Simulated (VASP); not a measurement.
An input for Ansatz (written as the equivalent of a VASP run, and not itself run):

Ansatz 0.2 input:
```yaml
crystal:
  lattice:
    - [-1.6245614, 1.6245614, 1.6245614]
    - [1.6245614, -1.6245614, 1.6245614]
    - [1.6245614, 1.6245614, -1.6245614]
  atoms:
    - { symbol: Nb, position: [0.0000000, 0.0000000, 0.0000000] }
kpoints:
  mp_grid: { grid: [16, 16, 16] }
hamiltonian:
  xc: pbe
  pseudopotentials: { kind: paw }
scf:
  occupations: { method: methfessel_paxton, width: 0.1 }
  max_iter: 100
relax:
  max_steps: 40
  f_tol: 0.02
  cell: { p_target: 10 }
output: { forces: true, stress: true, eigenvalues: true }
```

Problem. Write the VASP files for the same calculation (PBE).

Solution. This is not unique; one that fits is 
POSCAR:
```
Nb
1.0
 -1.6245614127   1.6245614127   1.6245614127
  1.6245614127  -1.6245614127   1.6245614127
  1.6245614127   1.6245614127  -1.6245614127
Nb
1
Cart
  0.0000000000   0.0000000000   0.0000000000
```

INCAR:
```
! general
SYSTEM =Nb
PREC   =Accurate
ENCUT  =500
LREAL  =.False.
LASPH  =.True.

! electronic loop
EDIFF  =1E-6
NELM   =100
ALGO   =Normal
LMAXMIX=4

! smearing
ISMEAR =1
SIGMA  =0.1

! functional
GGA    =PE

! ions
IBRION =2
NSW    =40
ISIF   =3
EDIFFG =-0.02
PSTRESS=100

! output
LWAVE  =.False.
LCHARG =.False.
```

KPOINTS:
```
kpoints
0
Gamma
  16 16 16
```

POTCAR, in this order: Nb_sv (PBE.64 set). Program: vasp_std.

Limits of the translation: each code has its own PAW files, so the cut-off isn't converted (ENCUT is set for VASP's; basis.ecutwfc is left out, and Ansatz then takes the one that its files recommend); Ansatz stops its SCF on the density residual and VASP on the energy change (EDIFF).

The compound is Nb in the bcc structure. It was relaxed first under an external pressure of 10 GPa.
